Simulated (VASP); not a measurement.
OSZICAR of a VASP run on Co (space group P6_3/mmc):

File OSZICAR:
```
       N       E                     dE             d eps       ncg     rms          rms(c)
DAV:   1     0.565262068363E+02    0.56526E+02   -0.61104E+03  5216   0.107E+03
DAV:   2    -0.148723473358E+02   -0.71399E+02   -0.65975E+02  5068   0.212E+02
DAV:   3    -0.161973164516E+02   -0.13250E+01   -0.13061E+01  6286   0.390E+01
DAV:   4    -0.162177832285E+02   -0.20467E-01   -0.20464E-01  7032   0.370E+00
DAV:   5    -0.162179904698E+02   -0.20724E-03   -0.20724E-03  6352   0.318E-01    0.144E+01
DAV:   6    -0.146017031102E+02    0.16163E+01   -0.13657E+01  5453   0.706E+01    0.699E+00
DAV:   7    -0.141749505564E+02    0.42675E+00   -0.18866E+00  5593   0.253E+01    0.357E+00
DAV:   8    -0.141549854255E+02    0.19965E-01   -0.20089E-02  6810   0.163E+00    0.175E+00
DAV:   9    -0.141409243197E+02    0.14061E-01   -0.54334E-03  7149   0.122E+00    0.467E-01
DAV:  10    -0.141408008691E+02    0.12345E-03   -0.67779E-04  6783   0.336E-01    0.173E-01
DAV:  11    -0.141407762501E+02    0.24619E-04   -0.20243E-04  7047   0.222E-01    0.244E-02
DAV:  12    -0.141407741666E+02    0.20835E-05   -0.10578E-05  5474   0.376E-02    0.134E-02
DAV:  13    -0.141407732926E+02    0.87397E-06   -0.13185E-06  3641   0.169E-02
   1 F= -.14140773E+02 E0= -.14078987E+02  d E =-.123572E+00  mag=     3.2159
       N       E                     dE             ncg
```

Which electronic solver shows in the log?

It is blocked Davidson (ALGO = Normal, or the opening steps of other solvers). The INCAR had ALGO = Normal.

How was spin treated?

Collinear spin (ISPIN = 2): the summary line carries one mag value, 3.22 μB in the cell.

Can the final energy be trusted as converged?

The calculation finished and met its thresholds. It stopped with EDIFF = 1E-6, NELM = 100 (PBE GGA, plane waves, VASP's PBE PAW potentials (set 64)).

The structure is a typed Co crystal (P6_3/mmc). The cell was not relaxed at this level.
